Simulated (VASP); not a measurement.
```xyz
1
Lattice="-3.0732 3.0732 3.0732 3.0732 -3.0732 3.0732 3.0732 3.0732 -3.0732" Properties=species:S:1:pos:R:3 pbc="T T T"
Cs     0.0000     0.0000     0.0000
```

Method: r2SCAN meta-GGA, VASP's PBE PAW potentials (set 64) (plane waves; VASP 6.6.1). Run with 520 eV cut-off, 8×8×8 Γ-centred mesh, first-order Methfessel-Paxton smearing of 0.10 eV, potentials Cs_sv.

Question: The job: Cs (bcc), 1 atom, r2SCAN, static run, 520 eV, 8×8×8 Γ-centred mesh. Roughly how much core time does it take on a busy server core?

Answer: About 2 core-minutes (one run on a shared machine, a rough figure). It had 29 irreducible k-points, 8 bands, up to 3156 plane waves and 35 electronic steps.

The compound is Cs in the bcc structure. This cell is one point of a volume scan, at 0.94 of the reference volume.
